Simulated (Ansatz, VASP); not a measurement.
# Cross-check of Mo (linear Mo chain, spacing 3.025 A) between VASP and Ansatz, part 2 of 2

Wanted: the spread between two codes on one cell, functional and k mesh.

VASP 6.6.1 and Ansatz 0.2.0.

So far: Starting point; VASP: single point, LDA, DFT+U.

In doubt: warnings of the run leave room for a lower electronic state (step 3), so energies may not be the lowest and differences between runs may mislead.

## 3. Ansatz: single point, LDA, DFT+U

Level of this step: Ansatz beside VASP: Kohn-Sham DFT, plane waves, LDA, DFT+U (Ansatz).

Ansatz runs on its default PAW (the set named soft_2) files.

The same cell, functional (in two slightly different forms), mesh and smearing now go to Ansatz, which takes its cutoff from its data sets.

The input, input.yaml:

```yaml
crystal:
  lattice:
    - [12.0, 0.0, 0.0]
    - [0.0, 12.0, 0.0]
    - [0.0, 0.0, 6.05]
  atoms:
    - { symbol: Mo, position: [0.5, 0.5, 0.0], spin: 1.0 }
    - { symbol: Mo, position: [0.5, 0.5, 0.5], spin: 1.0 }
hamiltonian:
  xc: lda
  pseudopotentials: { kind: paw }
  hubbard: { sites: [{ species: Mo, l: d, u_eff: 5.0 }] }
magnetization:
  spin_polarized: true
kpoints:
  mp_grid: { grid: [1, 1, 7] }
scf:
  occupations: { method: gaussian, width: 0.05 }
  n_extra_bands: 7
output:
  forces: true
  eigenvalues: true
```

Run with:

```console
$ ansatz run input.yaml --threads 2 --pin off --max-ram 4608MiB --backend cpu --events-out ev --progress --plain --runs-dir out
```

Numbers of over 12 decimals in the logs are rounded to 6 here.

The program printed:

```text
Mo: projections on atomic orbitals take those of the free atom [Ar 3d10] 4s2 4p6 4d5 5s1, of charge +0.00 (hamiltonian.pseudopotentials.projection_atoms); the dataset's partial waves leave at most 6.0e-6 of an orbital's norm unspanned inside its sphere
scf.n_extra_bands = 7 over 14 filled bands (N_el = 28.0): the run solves 21 bands
Engine: ansatz 0.2.0, aarch64-unknown-linux-gnu
Pseudopotentials: kind: paw
Pseudopotential: Mo, paw, valence charge 14, recommended cutoff 420 eV (normal), Mo.paw.azcp
Functional definition: SPW92
  exchange = slater_x
  correlation = pw_c
Crystal: 2 atoms, lattice volume = 871.200 Å³
Basis set: ecut = 420 eV, 17021 PW (Γ)
Bands: 21, of which v1, the nominal top of the filled ones, is band 14 counted from 1 (13 counted from 0)
Symmetry: 32 space group operations
Space group: P4/mmm (ITA 123), of the structure as read, at distance tolerance 9.6e-5 Å
Magnetic group: BNS 123.339 (UNI 999), of the structure as read, at distance tolerance 9.6e-5 Å
k-points: 4 of 7
Non-local potential: Mo, projectors of the file, l = 0: 3, l = 1: 2, l = 2: 2, l = 3: 1
PAW form: soft (Blöchl's): semilocal exchange-correlation on the pseudo side does not see the compensation charge
PAW frozen core: Mo, regenerated for the run's functional, and the local potential with it (the file was generated under x = pbe(κ = 0.804, μ = 0.219515), c = pbe(β = 0.066725))
PAW one-centre angular grid: Mo, 590 points (default); XC on 64 Gauss nodes
Initial density: superposition of atomic densities (neutral atoms: chi_scale 0, normalization atom)
Starting moments: Σ|m| = 2 μB on 2 of 2 sites
Initial wavefunctions: pseudopotential atomic-orbital guess
Functional: x = slater, c = lda
SCF iter   1: F=—  HF=-9659.913033 eV  |F-HF|=—  |Δ(HF+E_count)|=         —  Δρ=1.96e-2 (↑1.47e-2 ↓1.96e-2)  dr2=9.56e-1  dr2_m=2.23e0  M=7.339 μB ∫|m|=7.341 μB  β_m=1.00  ethr=3.10e-3  ⟨swp⟩=6.4  Hψ=753  notcnv=0
preconditioner: auto → none  [metal: Δε(μ)=0.020 eV  Ē_g=2.106 eV  σ=0.050 eV  W_gap=0.22  n_scr=50 (ndim 8)  ℏωp=4.4 eV  f_vac=0.794  D(μ)=16.64/eV (n_scr^D=86)  sad-step TF]
SCF iter   2: F=—  HF=-9664.923687 eV  |F-HF|=—  |Δ(HF+E_count)|=    5.01e0  Δρ=9.77e-3 (↑9.76e-3 ↓9.77e-3)  dr2=9.72e-2  dr2_m=7.37e-1  M=10.000 μB ∫|m|=10.003 μB  β_m=1.00  ethr=3.10e-3  ⟨swp⟩=2.6  Hψ=355  notcnv=0  defer=9
preconditioner: auto → Resta (q_TF=auto, 1.538 Å⁻¹)  ε∞=2.5  [insulator: Δε(μ)=0.245 eV  Ē_g=3.535 eV  σ=0.050 eV  W_gap=1.00  n_scr=50 (ndim 8)  ℏωp=4.4 eV  f_vac=0.797  D(μ)=0.02/eV (n_scr^D=0)  ε∞_Penn≈2.5  vacuum switching on, ρ_ref=9.1e-4 e/Å³]
spin=Collinear: Resta preconditioning applied to the charge; magnetization (m = ρ↑ − ρ↓) channel mixes plain (no charge-response kernel on spin).
SCF iter   3: F=—  HF=-9667.861691 eV  |F-HF|=—  |Δ(HF+E_count)|=    2.94e0  Δρ=3.56e-3 (↑3.56e-3 ↓1.85e-3)  dr2=1.28e-1  dr2_m=5.10e-2  M=10.571 μB ∫|m|=10.574 μB  β_m=1.00  ethr=3.47e-4  ⟨swp⟩=4.0  Hψ=392  notcnv=0  defer=7
SCF iter   4: F=—  HF=-9669.327031 eV  |F-HF|=—  |Δ(HF+E_count)|=    1.47e0  Δρ=6.88e-4 (↑6.88e-4 ↓6.04e-4)  dr2=7.33e-3  dr2_m=2.33e-3  M=10.571 μB ∫|m|=10.574 μB  β_m=1.00  ethr=3.47e-4  ⟨swp⟩=3.4  Hψ=335  notcnv=0  defer=12
SCF iter   5: F=—  HF=-9670.094118 eV  |F-HF|=—  |Δ(HF+E_count)|=   7.67e-1  Δρ=3.95e-4 (↑3.49e-4 ↓3.95e-4)  dr2=3.08e-3  dr2_m=4.47e-4  M=10.571 μB ∫|m|=10.574 μB  β_m=1.00  ethr=2.62e-5  ⟨swp⟩=2.4  Hψ=261  notcnv=0  defer=12
SCF iter   6: F=—  HF=-9670.476721 eV  |F-HF|=—  |Δ(HF+E_count)|=   3.83e-1  Δρ=2.87e-4 (↑2.87e-4 ↓1.78e-4)  dr2=1.07e-3  dr2_m=3.03e-4  M=10.571 μB ∫|m|=10.574 μB  β_m=1.00  ethr=1.10e-5  ⟨swp⟩=2.1  Hψ=302  notcnv=0  defer=13
SCF iter   7: F=—  HF=-9670.667738 eV  |F-HF|=—  |Δ(HF+E_count)|=   1.91e-1  Δρ=1.23e-4 (↑1.23e-4 ↓1.01e-4)  dr2=1.16e-4  dr2_m=6.64e-5  M=10.571 μB ∫|m|=10.574 μB  β_m=1.00  ethr=3.82e-6  ⟨swp⟩=2.6  Hψ=296  notcnv=0  defer=13
SCF iter   8: F=—  HF=-9670.764005 eV  |F-HF|=—  |Δ(HF+E_count)|=   9.63e-2  Δρ=7.54e-5 (↑7.54e-5 ↓7.07e-5)  dr2=5.54e-5  dr2_m=3.05e-5  M=10.571 μB ∫|m|=10.574 μB  β_m=0.30  ethr=4.13e-7  ⟨swp⟩=2.8  Hψ=282  notcnv=0  defer=11
Mixer restart at iter 8: flushing history
spin-set hold released at iteration 8 (site moments contracting): the magnetisation degrees of freedom join the quasi-Newton model from the next iteration; the mixer history was flushed
SCF iter   9: F=—  HF=-9670.812135 eV  |F-HF|=—  |Δ(HF+E_count)|=   4.81e-2  Δρ=9.38e-5 (↑9.38e-5 ↓8.94e-5)  dr2=7.80e-5  dr2_m=5.09e-5  M=10.571 μB ∫|m|=10.574 μB  β_m=0.65  ethr=1.98e-7  ⟨swp⟩=2.8  Hψ=297  notcnv=0  defer=15
SCF iter  10: F=—  HF=-9670.860177 eV  |F-HF|=—  |Δ(HF+E_count)|=   4.80e-2  Δρ=6.02e-5 (↑4.01e-5 ↓6.02e-5)  dr2=2.48e-5  dr2_m=1.71e-5  M=10.571 μB ∫|m|=10.575 μB  β_m=0.79  ethr=1.98e-7  ⟨swp⟩=2.5  Hψ=308  notcnv=0  defer=15
SCF iter  11: F=—  HF=-9670.860224 eV  |F-HF|=—  |Δ(HF+E_count)|=   4.67e-5  Δρ=2.07e-5 (↑2.07e-5 ↓1.90e-5)  dr2=3.21e-6  dr2_m=2.61e-6  M=10.571 μB ∫|m|=10.575 μB  β_m=0.90  ethr=8.87e-8  ⟨swp⟩=2.2  Hψ=260  notcnv=0  defer=15
SCF iter  12: F=—  HF=-9670.860231 eV  |F-HF|=—  |Δ(HF+E_count)|=   6.88e-6  Δρ=9.54e-6 (↑9.54e-6 ↓3.73e-6)  dr2=1.70e-6  dr2_m=1.41e-7  M=10.571 μB ∫|m|=10.575 μB  β_m=0.75  ethr=1.15e-8  ⟨swp⟩=2.0  Hψ=265  notcnv=0  defer=15
iter 13 did not close the SCF: its close was put off for the exchange–correlation potential of the local minority spin (scf_convergence_deferred on its scf_iter line)
SCF iter  13: F=-9670.860230 eV  HF=-9670.860230 eV  |F-HF|=5.43e-8  |Δ(HF+E_count)|=   4.81e-7  Δρ=7.53e-7 (↑7.53e-7 ↓4.62e-7)  dr2=3.03e-8  dr2_m=1.16e-9  M=10.571 μB ∫|m|=10.575 μB  β_m=0.88  ethr=3.57e-10  ⟨swp⟩=7.6  Hψ=959  notcnv=0
iter 14 met the thresholds in force, and the SCF goes on: an eigenvalue changes by 1.16 meV, over its tolerance of 1.00 meV (output.eigenvalues, Limitations)
SCF iter  14: F=-9670.860230 eV  HF=-9670.860230 eV  |F-HF|=2.15e-9  |Δ(HF+E_count)|=   1.64e-7  Δρ=1.69e-7 (↑1.69e-7 ↓1.27e-7)  dr2=6.80e-10  dr2_m=1.19e-10  M=10.571 μB ∫|m|=10.575 μB  β_m=0.94  ethr=1.08e-10  ⟨swp⟩=3.4  Hψ=564  notcnv=0
SCF iter  15: F=-9670.860230 eV  HF=-9670.860230 eV  |F-HF|=2.18e-11  |Δ(HF+E_count)|=   2.28e-9  Δρ=3.09e-8 (↑3.09e-8 ↓1.69e-8)  dr2=1.47e-11  dr2_m=8.42e-13  M=10.571 μB ∫|m|=10.575 μB  ethr=2.43e-12  ⟨swp⟩=1.0  Hψ=410  notcnv=0
SCF 1 converged in 15 iterations: F = -9670.860230 eV  dr2 = 1.47e-11
  greatest PAW one-centre occupation: 0.999 electrons in one spin orbital (limit 2), on the Mo atom at site 1 (counted from 0), in its partial waves of l = 0
WARN: an SCF from antiferromagnetic starting moments (-3.93, 3.93 Bohr magnetons, atom by atom) was not made, by what the run has read of turns of its moments that order reads lower: the deck asks for what bars it, or types moments that do (magnetization.spin_polarized, in the input reference, names some of the keys), or the run goes by scf.lower_state_search: light, the default, which as a rule tries one only behind [...]
SCF converged after 15 iterations
an eigenvalue changed by more than its tolerance at an iteration that met the thresholds in force, so the SCF went on 1 time: the last check found none over its tolerance
Magnetization: 10.5714 μB (19.2857 up, 8.7143 down)
Absolute magnetization: 10.5745 μB (∫|ρ↑−ρ↓|, with the PAW one-centre terms)
Spin contamination: 0.0052 ħ² per cell (⟨S²⟩ above its minimum at these occupations)
Per-site moments (μB) at R_I (Å): [(3.993560, 1.2478125), (3.993560, 1.2478125)]
Free energy (F): -9670.860230 eV
Harris-Foulkes:  -9670.860230 eV  (|F-HF|=2.18e-11)
Internal energy: -9670.860230 eV  (E = F + TS)
E sigma→0 (E₀):  -9670.860230 eV
Entropy (-TS):   -0.000000 eV (-0.000 meV/atom)
Fermi energy:    -3.551217 eV
--- Per-component energies (eV) ---
  E_band       = -776.020071
  E_kinetic    = 881.146761
  E_local      = -7273.755394  (includes V_loc(G=0)·N_el)
  E_nonlocal   = 312.458845
  E_hartree    = 3037.637285
  E_xc         = -353.788994
  E_vxc        = -443.490058  (∫ρ·V_xc dr)
  E_hubbard    = 0.311879  (on-site DFT+U / exact-exchange correction)
  E_vhub       = -24.361605  (the Hubbard potential's part of the band-sum identity)
  E_paw        = -6185.373195  (= ΣΔE_a)
  E_vpaw       = -303.293283  (= ΣTr[D̂ρ^β])
  E_aug_tail   = 0.000063  (compensation charges beyond the density's cutoff)
  E_ewald      = -90.443113
  E_core_change = 0.945632  (= ΣΔE_core)
  E_smearing   = -0.000000  (= −TS)
  E_closure    = 0.000000  (closes the sum)
  Σ components = -9670.860230   (vs F -9670.860230, Δ=0.00e0)
--- Forces (eV/Å), atoms counted from 1 ---
  atom   1  Mo     0.00000000     0.00000000     0.00000000
  atom   2  Mo     0.00000000    -0.00000000     0.00000000
  max |Σ_I F_I| component: 2.34e-28 eV/Å
--- Band table (eV; the first three rows and the last of 8) ---
  k-point 0 ↑: bands = [... 10 lower, -7.7454, -6.7663, -6.7663, -6.2228, -6.2227, -5.3965, -5.2977, -5.2977, ... 3 higher]
  k-point 1 ↑: bands = [... 10 lower, -7.6683, -6.7414, -6.7414, -6.2519, -6.2518, -5.5280, -5.5280, -5.5224, ... 3 higher]
  k-point 2 ↑: bands = [... 10 lower, -7.4409, -6.6706, -6.6705, -6.3321, -6.3321, -6.0396, -6.0396, -5.9012, ... 3 higher]
  k-point 3 ↓: bands = [... 10 lower, 0.0679, 0.0679, 0.2095, 0.2095, 0.2691, 0.8349, 1.0957, 1.1042, ... 3 higher]
Occupation matrices written to <dir>
```

Run time: 11 s. Hardware: 2 threads of Arm Neoverse V1, shared host; peak memory 0.82 GiB.

## 4. Side by side

Known differences besides the potentials themselves: U acts on the PAW sphere in VASP and on atomic orbitals in Ansatz, so only states and trends compare; the two LDA forms differ slightly; the cutoff is 420 eV in Ansatz and 350 eV in VASP (PREC = Normal); VASP's log shows a relativistic correction to its local exchange, Ansatz's none; site moments are counted in spheres of each program's own size. Total energies have different zeros and are not compared.

Compared:

| quantity | Ansatz | VASP | difference |
| --- | --- | --- | --- |
| total moment (μB) | 10.57 | 2.57 | +8.00 |
| moment on Mo1 (μB) | 3.99 | 1.16 | +2.83 |
| moment on Mo2 (μB) | 3.99 | 1.16 | +2.83 |

By their total or site moments the two runs ended in different magnetic states; the other differences may follow from that, so they don't measure the programs' precision.

## 5. Further runs

Further runs change the set-up of one program: Ansatz's method, potentials or start, or VASP's data sets, cutoff or form of LDA. The table gives Ansatz less VASP for each quantity, since a change that brings one quantity closer may part another.

| run | total moment (μB) |
| --- | --- |
| as above | 8.0 |
| a start from the moments at which VASP ended, with Ansatz's search for lower states switched off | 8.0 |
| cores kept as stored | 8.0 |

## 6. Summary of results

| Item | Value |
| --- | --- |
| difference in total moment (single point, LDA, DFT+U) | 8.0 μB |

The difference in total moment is 8.0 μB (single point, LDA, DFT+U). The runs of the single point, LDA, DFT+U pair ended with unlike moments, so it says little about numerical agreement. For single point, LDA, DFT+U, no further run moves any of the tabulated differences by more than a quarter of its size. How closely two codes agree says nothing of how well the functional describes the real material.

[Lines on the potential files, build, host, timing and source positions are cut from VASP's logs without a mark.]

[Logs are printed without paths, hosts, clocks, repeated set-up lines and the standing remarks that a program may print on its own settings, such as how far it seeks lower states.]

[Hosts, paths, dates, database ids (printed as entryN), source tags and the programs' standing remarks are cut or masked in the printed files.]
